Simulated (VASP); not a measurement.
TiC:

```xyz
2
Lattice="0.0000 2.1593 2.1593 2.1593 0.0000 2.1593 2.1593 2.1593 0.0000" Properties=species:S:1:pos:R:3 pbc="T T T"
Ti    0.0000    0.0000    0.0000
C     2.1593    2.1593    2.1593
```

Base run:

- Program: VASP 6.6.1
- Functional: PBE
- Potentials or basis: VASP PAW PBE potentials, release 64 (Ti_sv, C)
- Cutoff: 520 eV
- k mesh: 12 × 12 × 12
- Occupations: gaussian, width 0.1 eV
- Spin: no spin polarisation

Its results: band gap on the k mesh none (metal or under the smearing width); pressure 2.8 GPa.

Q: After a change of settings the same cell gave: band gap on the k mesh none (metal or under the smearing width); pressure 1.8 GPa. Which change was it?
A. k mesh from 12 × 12 × 12 to 4 × 4 × 4
B. k mesh from 12 × 12 × 12 to 8 × 8 × 8
C. k mesh from 12 × 12 × 12 to 10 × 10 × 10
D. k mesh from 12 × 12 × 12 to 18 × 18 × 18

A: A.

Caveats: some runs use coarse meshes.

Not every run made on this cell is shown here.
